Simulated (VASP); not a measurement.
The system is NbAs.

```xyz
4
Lattice="-1.7259 1.7259 5.8400 1.7259 -1.7259 5.8400 1.7259 1.7259 -5.8400" Properties=species:S:1:pos:R:3 pbc="T T T"
Nb    0.0000    0.0000    0.0000
Nb    0.0000    1.7258    2.9200
As    0.0000    0.0000    4.8589
As    1.7259    0.0000    1.9389
```

```yaml
Program: VASP 6.6.1
Task: relaxation of cell and atoms
Functional: PBE
Potentials_or_basis: VASP PAW PBE potentials, release 64 (Nb_sv, As)
Cutoff: 520 eV
k_mesh: 4 × 4 × 4
Occupations: gaussian, width 0.1 eV
Spin: no spin polarisation
```

At the start: pressure 3.8 GPa; volume 17.39 Å³/atom.

Problem. Where does the relaxation end?

Solution. Over 11 steps the energy falls by 6.6 meV/atom and the volume is 17.80 Å³/atom (+2.3 %); space group I4_1md (No. 109, to 0.05 Å).

Step by step:
```csv
step,energy change (eV),largest force (eV/Å),pressure (GPa),volume (Å³)
1,0.0000,0.2864,3.77,69.58
2,0.0209,0.0791,-5.45,73.78
3,-0.0236,0.1136,-0.39,71.30
4,-0.0260,0.0404,0.07,71.14
5,-0.0261,0.0253,0.02,71.16
6,-0.0263,0.0197,0.02,71.18
7,-0.0265,0.0082,0.00,71.21
8,-0.0265,0.0043,-0.01,71.22
9,-0.0265,0.0047,-0.01,71.22
10,-0.0265,0.0024,0.02,71.21
11,-0.0265,0.0004,0.01,71.21
```

Final structure:
```
Nb As
1.0
    -1.73062    1.73062    5.94416
     1.73062   -1.73062    5.94416
     1.73062    1.73062   -5.94416
Nb As
2 2
Direct
  0.99932 0.99932 0.00000
  0.74932 0.24932 0.50000
  0.41668 0.41668 0.00000
  0.16668 0.66668 0.50000
```

Caveat: the k mesh is coarse (spacing up to 0.64 Å⁻¹), so the values aren't converged.
